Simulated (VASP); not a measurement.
These are LDA (Ceperley-Alder, Perdew-Zunger), VASP's LDA PAW potentials (set 64) (plane waves; VASP) values and carry that method's errors.

The input files of a VASP run:

**INCAR**
```
SYSTEM = FeAl
PREC = Accurate
ENCUT = 520
EDIFF = 1E-7
NELM = 100
ALGO = Normal
LREAL = .FALSE.
LASPH = .TRUE.
ISMEAR = 1
SIGMA = 0.1
LMAXMIX = 4
LWAVE = .FALSE.
LCHARG = .FALSE.
ISIF = 2
```

File POSCAR:
```
FeAl
2.7556450
  0.9999998467   0.0000000000   0.0000000000
  0.0000000000   0.9999998467   0.0000000000
  0.0000000000   0.0000000000   0.9999998467
Al Fe
1 1
Cart
  0.4999999234   0.4999999234   0.4999999234
  0.0000000000   0.0000000000   0.0000000000
```

### KPOINTS
```
kpoints
0
G
 13 13 13
```

POTCAR, in this order: Al Fe (LDA.64 set). Program: vasp_std.

What VASP printed:

OSZICAR:
```
       N       E                     dE             d eps       ncg     rms          rms(c)
DAV:   1     0.320856922417E+02    0.32086E+02   -0.52253E+03  1520   0.132E+03
DAV:   2    -0.148911845467E+02   -0.46977E+02   -0.45408E+02  1521   0.186E+02
DAV:   3    -0.161229413833E+02   -0.12318E+01   -0.12167E+01  1834   0.426E+01
DAV:   4    -0.161456695750E+02   -0.22728E-01   -0.22710E-01  1954   0.506E+00
DAV:   5    -0.161460437096E+02   -0.37413E-03   -0.37412E-03  1916   0.552E-01    0.149E+01
DAV:   6    -0.171222851517E+02   -0.97624E+00   -0.58762E+01  1708   0.134E+02    0.144E+01
DAV:   7    -0.143209197352E+02    0.28014E+01   -0.27017E+01  1720   0.822E+01    0.259E+00
DAV:   8    -0.142650880641E+02    0.55832E-01   -0.22030E-01  1860   0.676E+00    0.122E+00
DAV:   9    -0.142484284245E+02    0.16660E-01   -0.32827E-02  2001   0.268E+00    0.291E-01
DAV:  10    -0.142481488588E+02    0.27957E-03   -0.52722E-04  1894   0.366E-01    0.168E-01
DAV:  11    -0.142481188521E+02    0.30007E-04   -0.27166E-05  1665   0.469E-02    0.111E-02
DAV:  12    -0.142481185462E+02    0.30593E-06   -0.11123E-06  2062   0.154E-02    0.573E-03
DAV:  13    -0.142481184842E+02    0.62043E-07   -0.34395E-07   904   0.825E-03
   1 F= -.14248118E+02 E0= -.14248048E+02  d E =-.211124E-03
```

### OUTCAR
```
------------------------ aborting loop because EDIFF is reached ----------------------------------------
  FORCE on cell =-STRESS in cart. coord.  units (eV):
  Direction    XX          YY          ZZ          XY          YZ          ZX
  --------------------------------------------------------------------------------------
  Total        1.9332380      1.9332380      1.9332380      0.0000000      0.0000000     -0.0000000
  in kB      148.0220133    148.0220133    148.0220133      0.0000000      0.0000000     -0.0000000
  external PRESSURE =     148.0220133 kB  Pullay stress =       0.0000000 kB
  volume of cell :       20.93
      direct lattice vectors                 reciprocal lattice vectors
     2.755644578  0.000000000  0.000000000     0.362891502  0.000000000  0.000000000
     0.000000000  2.755644578  0.000000000     0.000000000  0.362891502  0.000000000
     0.000000000  0.000000000  2.755644578     0.000000000  0.000000000  0.362891502
 POSITION                                       TOTAL-FORCE (eV/Angst)
 -----------------------------------------------------------------------------------
      1.37782      1.37782      1.37782         0.000000      0.000000      0.000000
      0.00000      0.00000      0.00000         0.000000      0.000000      0.000000
 -----------------------------------------------------------------------------------
    total drift:                               -0.000000      0.000000     -0.000000
  FREE ENERGIE OF THE ION-ELECTRON SYSTEM (eV)
  ---------------------------------------------------
  free  energy   TOTEN  =       -14.2481184842 eV

  energy  without entropy=      -14.2479073602  energy(sigma->0) =      -14.24804811
```
(Selected blocks of OUTCAR.)

OUTCAR:
```
 val. band max:        9.0947518031   @ k =   0.4615   0.1538   0.0769

 cond. band min:       9.1137522638   @ k =   0.0769   0.0769   0.0000


 Fermi energy:         9.0960026572

 k-point     1 :       0.0000    0.0000    0.0000
  band No.  band energies     occupation
      1      -1.8691      2.00000
      2       6.3703      2.00000
      3       6.3703      2.00000
      4       9.2877     -0.02068
      5       9.2877     -0.02068
      6       9.2877     -0.02068
      7      16.3536      0.00000
      8      16.3536      0.00000
      9      16.3536      0.00000

 k-point     2 :       0.0769    0.0000    0.0000
  band No.  band energies     occupation
      1      -1.7473      2.00000
      2       6.3649      2.00000
      3       6.4107      2.00000
      4       9.2040     -0.06307
      5       9.2040     -0.06308
      6       9.2968     -0.01560
      7      15.3530      0.00000
      8      16.5330      0.00000
      9      16.5330      0.00000

 k-point     3 :       0.1538    0.0000    0.0000
  band No.  band energies     occupation
      1      -1.3853      2.00000
      2       6.3079      2.00000
      3       6.5251      2.00000
      4       8.9857      2.06555
      5       8.9857      2.06555
      6       9.3218     -0.00636
      7      13.7202      0.00000
      8      17.0398      0.00000
      9      17.0398      0.00000

 k-point     4 :       0.2308    0.0000    0.0000
  band No.  band energies     occupation
      1      -0.7932      2.00000
      2       6.0738      2.00000
      3       6.6931      2.00000
      4       8.7062      2.00000
      5       8.7062      2.00000
      6       9.3575     -0.00137
      7      12.2747      0.00000
      8      17.8042      0.00000
      9      17.8042      0.00000

 k-point     5 :       0.3077    0.0000    0.0000
  band No.  band energies     occupation
      1       0.0114      2.00000
      2       5.4958      2.00000
      3       6.8812      2.00000
...
```

The compound is FeAl in the CsCl type structure. This cell is one point of a volume scan, at 0.94 of the reference volume. The run is not spin-polarised, so no magnetic state was tried. The electron count is odd and the run is not spin-polarised, which forces a metal.
